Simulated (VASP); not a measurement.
Data:

```
FeP
1.0
    3.53777     0.00000     0.00000
    0.00000     3.53777     0.00000
    0.00000     0.00000     6.22932
Fe P
2 2
Direct
  0.00000   0.50000   0.00000
  0.50000   0.00000   0.50000
  0.00000   0.00000   0.25000
  0.00000   0.00000   0.75000
```
Starting moments (μB, in the order of the record's atoms Fe Fe P P): 4.0 4.0 0.0 0.0.

These are PBE GGA, VASP's PBE PAW potentials (set 64) (plane waves; VASP) values and carry that method's errors. Settings: 300 eV cut-off, 5×5×3 Γ-centred mesh, Fermi-Dirac smearing of 0.050 eV, potentials Fe P.

At this cut-off the stress carries a Pulay error, which pulls relaxed volumes low.

### Question
Estimate the cell moment, energy per atom (σ→0), pressure, band gap (on the k-mesh) with the smallest direct gap where there is one.

### Answer

The band gap (on the k-mesh) is none (metal, semimetal or under 0.01 eV) and the cell moment is 5.12 μB. The energy per atom (σ→0) is -6.411 eV/atom and the pressure comes out as -88.0 kbar.

### Question
Give the moment on each site (PAW-sphere projection).

### Answer

```csv
site,moment (μB)
Fe1,2.56
Fe2,2.56
P3,-0.05
P4,-0.05
```

The structure was generated: FeP was put into an ordered model structure, which need not be its known phase. The cell was not relaxed at this level. The k-mesh is coarse (spacing up to 0.36 per Å, 2π included), so the numbers may not be converged in it.
